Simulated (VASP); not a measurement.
Calculation: LDA (Ceperley-Alder, Perdew-Zunger), VASP's LDA PAW potentials (set 64) (plane waves; VASP 6.6.1).

The input files of a VASP run:

INCAR:
```
SYSTEM = BP
PREC = Accurate; ENCUT = 400; LREAL = .FALSE.
LASPH = .TRUE.
EDIFF = 1E-6; NELM = 100; ALGO = Normal
ISMEAR = -1; SIGMA = 0.01
ISIF = 2
LWAVE = .FALSE.; LCHARG = .FALSE.
```

POSCAR:
```
BP
1
    0.0000000000     2.2246000000     2.2246000000
    2.2246000000     0.0000000000     2.2246000000
    2.2246000000     2.2246000000     0.0000000000
B P
1 1
Direct
  0.0000000000   0.0000000000   0.0000000000
  0.2500000000   0.2500000000   0.2500000000
```

File KPOINTS:
```
Automatic mesh
0
Gamma
10 10 10
0 0 0
```

POTCAR, in this order: B P (LDA.64 set). Program: vasp_std.

Output

### OSZICAR
```
       N       E                     dE             d eps       ncg     rms          rms(c)
DAV:   1     0.339072301074E+01    0.33907E+01   -0.35951E+03   760   0.733E+02
DAV:   2    -0.151840328125E+02   -0.18575E+02   -0.17880E+02  1144   0.972E+01
DAV:   3    -0.153582876081E+02   -0.17425E+00   -0.17425E+00   880   0.124E+01
DAV:   4    -0.153586496187E+02   -0.36201E-03   -0.36201E-03  1248   0.574E-01
DAV:   5    -0.153586497055E+02   -0.86796E-07   -0.86796E-07   888   0.768E-03    0.800E+00
DAV:   6    -0.145360868534E+02    0.82256E+00   -0.21383E+00   832   0.809E+00    0.425E+00
DAV:   7    -0.144028267936E+02    0.13326E+00   -0.35554E-01  1136   0.361E+00    0.132E+00
DAV:   8    -0.143893682956E+02    0.13458E-01   -0.36958E-02   848   0.124E+00    0.268E-01
DAV:   9    -0.143893917739E+02   -0.23478E-04   -0.52143E-04  1080   0.214E-01    0.174E-01
DAV:  10    -0.143893832892E+02    0.84847E-05   -0.12474E-04   816   0.785E-02    0.264E-02
DAV:  11    -0.143893856779E+02   -0.23887E-05   -0.51146E-06  1096   0.164E-02    0.388E-02
DAV:  12    -0.143893854154E+02    0.26250E-06   -0.13996E-06   408   0.672E-03
   1 F= -.14389385E+02 E0= -.14389385E+02  d E =-.242860E-11
```

File OUTCAR:
```
------------------------ aborting loop because EDIFF is reached ----------------------------------------
  FORCE on cell =-STRESS in cart. coord.  units (eV):
  Direction    XX          YY          ZZ          XY          YZ          ZX
  --------------------------------------------------------------------------------------
  Total        0.6892768      0.6892768      0.6892768     -0.0000000      0.0000000      0.0000000
  in kB       50.1554865     50.1554865     50.1554865     -0.0000000      0.0000000      0.0000000
  external PRESSURE =      50.1554865 kB  Pullay stress =       0.0000000 kB
  volume of cell :       22.02
      direct lattice vectors                 reciprocal lattice vectors
     0.000000000  2.224600000  2.224600000    -0.224759507  0.224759507  0.224759507
     2.224600000  0.000000000  2.224600000     0.224759507 -0.224759507  0.224759507
     2.224600000  2.224600000  0.000000000     0.224759507  0.224759507 -0.224759507
  FREE ENERGIE OF THE ION-ELECTRON SYSTEM (eV)
  ---------------------------------------------------
  free  energy   TOTEN  =       -14.3893854154 eV

  energy  without entropy=      -14.3893854154  energy(sigma->0) =      -14.38938542
```
(Selected blocks of OUTCAR.)

At this cut-off the stress carries a Pulay error, which pulls relaxed volumes low.

The structure is a typed BP crystal. The cell was not relaxed at this level, and its volume differs by -5.9 % from the start's.
